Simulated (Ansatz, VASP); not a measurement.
# Two plane-wave programs on Tc3Sn

File INCAR:

```
PREC = Accurate
ENCUT = 520
EDIFF = 1E-7
ISMEAR = -1
SIGMA = 0.05
LREAL = False
LASPH = True
NELM = 60
ALGO = Normal
ISIF = 2
LWAVE = False
LCHARG = False
GGA = PE
NBANDS = 34
```

Contents of KPOINTS:

```
Automatic mesh
0
Gamma
  10 10 3
```

File POSCAR:

```
Tc3Sn
1.0
    2.9802960957      0.0000000000      0.0000000000
   -1.4901480479      2.5810121297      0.0000000000
    0.0000000000      0.0000000000      8.7470580154
Sn Tc
1 3
Direct
    0.0000000000      0.0000000000      0.0000000000
    0.3333333333      0.6666666667      0.7382180000
    0.3333333333      0.6666666667      0.2617820000
    0.0000000000      0.0000000000      0.5000000000
```

input.yaml

```yaml
crystal:
  lattice:
    - [2.9802960957, 0.0, 0.0]
    - [-1.4901480479, 2.5810121297, 0.0]
    - [0.0, 0.0, 8.7470580154]
  atoms:
    - { symbol: Sn, position: [0.0, 0.0, 0.0] }
    - { symbol: Tc, position: [0.3333333333, 0.6666666667, 0.738218] }
    - { symbol: Tc, position: [0.3333333333, 0.6666666667, 0.261782] }
    - { symbol: Tc, position: [0.0, 0.0, 0.5] }
hamiltonian:
  xc: pbe
  pseudopotentials: { kind: paw }
kpoints:
  mp_grid: { grid: [10, 10, 3] }
scf:
  occupations: { method: fermi_dirac, width: 0.05 }
output:
  forces: true
  stress: true
  eigenvalues: true
  write_density: true
  write_potential: true
  elf: true
  volumetric_format: npy
```

Change from the starting cell: volume scaled by 1.04.

Alike in both runs: task single point; functional PBE; k mesh 10 × 10 × 3; occupations fermi-dirac, width 0.05 eV; no spin polarisation.

|  | VASP | Ansatz |
| --- | --- | --- |
| version | VASP 6.6.1 | Ansatz 0.2.0 |
| potentials or method | VASP PAW PBE potentials, release 64 (Sn_d, Tc_pv) | Ansatz PAW earlier set |
| plane-wave cutoff (eV) | 520 | 500 |
| valence electrons in the cell | 53 | 59 |

```csv
,VASP,Ansatz,Ansatz less VASP
gap on the k mesh at the Fermi level (eV),none,none,-
pressure (GPa),-9.9,-9.5,+0.32
largest component of the traceless stress (GPa),0.80,0.77,-0.037
rms of the force components (eV/Å),0.112,0.097,-0.0151
```

Atom by atom the forces differ by 0.015 eV/Å (rms over components). A gap of «none» marks a metal or a gap that the smearing closes. The two sets of potentials don't hold the same shells in valence.
